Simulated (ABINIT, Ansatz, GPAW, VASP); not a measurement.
One structure in several programs: NiAl (Pm-3m, 2 atoms in the cell)

Self-consistent single point.

```
CELL_PARAMETERS angstrom
      2.89000     0.00000     0.00000
      0.00000     2.89000     0.00000
      0.00000     0.00000     2.89000
ATOMIC_POSITIONS crystal
  Al 0.50000 0.50000 0.50000
  Ni 0.00000 0.00000 0.00000
```

Shared settings, as Ansatz (an electronic-structure program) writes them: kpoints.mp_grid.grid = 6 6 6; scf.occupations.method = gaussian; scf.occupations.width = 0.136 eV. Potentials and cutoffs stand in the table.

| code | model | pressure (GPa) | cutoff |
|---|---|---|---|
| Ansatz | PBE, default PAW files | 0.72 | default |
| ABINIT | PBE, norm-conserving pseudopotentials (PseudoDojo nc-sr-05 PBE standard) | 0.63 | 1333 eV |
| VASP | PBE, VASP's PBE PAW potentials (set 64) | 0.77 | 300 eV |
| GPAW | PBE, GPAW PAW datasets PBE (gpaw-data 1.0.1) | 1.62 | 850 eV |

On Ansatz's run: spin polarisation is off.

The spread over the programs that give each value: pressure within 0.99 GPa.

Ansatz's pressure is given at a fixed set of plane waves, as the other plane-wave codes print theirs; with its correction for the finite basis it is 0.79 GPa.

On the base mesh (9 9 9) the same programs gave: Ansatz pressure 0.35 GPa; ABINIT pressure 0.26 GPa; GPAW pressure 1.24 GPa; VASP pressure 0.38 GPa.

The values differ from the base mesh's, so the mesh still matters here: the table compares the programs at equal settings.

VASP's run is marked for a possible Pulay error in its stress at this cutoff; no cutoff test was made.

The starting cell has typed, rounded lattice constants, without a prior relaxation at this level.

Left out of this page: Quantum ESPRESSO, Elk, FLEUR and SIESTA (not drawn, or without a comparable value); CP2K (on another mesh).

Keys are those of Ansatz 0.2.
